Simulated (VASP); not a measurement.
Given:

```
K2Se
1.0
    0.00000     3.73441     3.73441
    3.73441     0.00000     3.73441
    3.73441     3.73441     0.00000
K Se
2 1
Cartesian
  1.86721   1.86721   1.86721
  5.60162   5.60162   5.60162
  3.73441   3.73441   7.46882
```

Level of theory: LDA (Ceperley-Alder, Perdew-Zunger), VASP's LDA PAW potentials (set 64) (plane waves; VASP). Settings: 400 eV cut-off, 7×7×7 Γ-centred mesh, Gaussian smearing of 0.010 eV, potentials K_sv Se.

Task: The job: K2Se (space group Fm-3m), 3 atoms, LDA, optics run with many empty bands, 400 eV, 7×7×7 Γ-centred mesh. Roughly how much core time does it take on a busy server core?

Result: About 2 core-minutes (one run on a shared machine, a rough figure). It had 20 irreducible k-points, 48 bands, up to 1917 plane waves and 14 electronic steps.

The structure comes from a computed database's K2Se entry (Fm-3m); how it stands against other phases isn't given here. It was relaxed first, which changed the volume by -8 %.
